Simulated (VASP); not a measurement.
Calculation: PBE GGA, VASP's PBE PAW potentials (set 64) (plane waves; VASP).

A VASP calculation is set up with these files.

**POSCAR**
```
Rb
1
   -2.8362085323     2.8362085323     2.8362085323
    2.8362085323    -2.8362085323     2.8362085323
    2.8362085323     2.8362085323    -2.8362085323
Rb
1
Direct
  0.0000000000   0.0000000000   0.0000000000
```

File KPOINTS:
```
Automatic mesh
0
Gamma
9 9 9
0 0 0
```

INCAR:
```
# general
SYSTEM =Rb
PREC   =Accurate
ENCUT  =500   # plane-wave cut-off (eV)
LREAL  =.FALSE.
LASPH  =.TRUE.

# electronic loop
EDIFF  =1E-6   # SCF stop (eV)
NELM   =100   # most electronic steps
ALGO   =Normal   # blocked Davidson
LMAXMIX=4

# smearing
ISMEAR =1   # Methfessel-Paxton
SIGMA  =0.1

# functional
GGA    =PE   # PBE

# ions
IBRION =2   # conjugate gradients
NSW    =40
ISIF   =3   # ions, shape and volume
EDIFFG =-0.02   # ionic stop

# output
LWAVE  =.FALSE.
LCHARG =.FALSE.
```

POTCAR, in this order: Rb_sv (PBE.64 set). Program: vasp_std.

The resulting files:

**OSZICAR**
```
       N       E                     dE             d eps       ncg     rms          rms(c)
DAV:   1     0.463890786583E+02    0.46389E+02   -0.33087E+03   560   0.805E+02
DAV:   2     0.158449927455E+01   -0.44805E+02   -0.44062E+02   648   0.136E+02
DAV:   3    -0.854827987314E+00   -0.24393E+01   -0.24386E+01   680   0.370E+01
DAV:   4    -0.935868507639E+00   -0.81041E-01   -0.81042E-01   928   0.564E+00
DAV:   5    -0.937070627626E+00   -0.12021E-02   -0.12013E-02   816   0.459E-01    0.121E+00
DAV:   6    -0.937648593763E+00   -0.57797E-03   -0.18322E-03   928   0.292E-01    0.732E-01
DAV:   7    -0.938574675287E+00   -0.92608E-03   -0.33399E-03   672   0.396E-01    0.452E-02
DAV:   8    -0.938690961498E+00   -0.11629E-03   -0.12210E-04   848   0.107E-01    0.179E-02
DAV:   9    -0.938700443337E+00   -0.94818E-05   -0.79241E-06   920   0.258E-02    0.469E-03
DAV:  10    -0.938700099612E+00    0.34373E-06   -0.32162E-06   816   0.117E-02
   1 F= -.93870010E+00 E0= -.93838541E+00  d E =-.938700E+00
```

OUTCAR:
```
------------------------ aborting loop because EDIFF is reached ----------------------------------------
  FORCE on cell =-STRESS in cart. coord.  units (eV):
  Direction    XX          YY          ZZ          XY          YZ          ZX
  --------------------------------------------------------------------------------------
  Total       -0.0062007     -0.0062007     -0.0062007      0.0000000     -0.0000000      0.0000000
  in kB       -0.1088629     -0.1088629     -0.1088629      0.0000000     -0.0000000      0.0000000
  external PRESSURE =      -0.1088629 kB  Pullay stress =       0.0000000 kB
  volume of cell :       91.26
      direct lattice vectors                 reciprocal lattice vectors
    -2.836208532  2.836208532  2.836208532     0.000000000  0.176291692  0.176291692
     2.836208532 -2.836208532  2.836208532     0.176291692  0.000000000  0.176291692
     2.836208532  2.836208532 -2.836208532     0.176291692  0.176291692  0.000000000
 POSITION                                       TOTAL-FORCE (eV/Angst)
 -----------------------------------------------------------------------------------
      0.00000      0.00000      0.00000        -0.000000     -0.000000      0.000000
 -----------------------------------------------------------------------------------
    total drift:                               -0.000000      0.000000      0.000000
  FREE ENERGIE OF THE ION-ELECTRON SYSTEM (eV)
  ---------------------------------------------------
  free  energy   TOTEN  =        -0.9387000996 eV

  energy  without entropy=       -0.9377560413  energy(sigma->0) =       -0.93838541

 reached required accuracy - stopping structural energy minimisation
```
(Selected blocks of OUTCAR.)

The compound is Rb in the bcc structure. It was relaxed first.
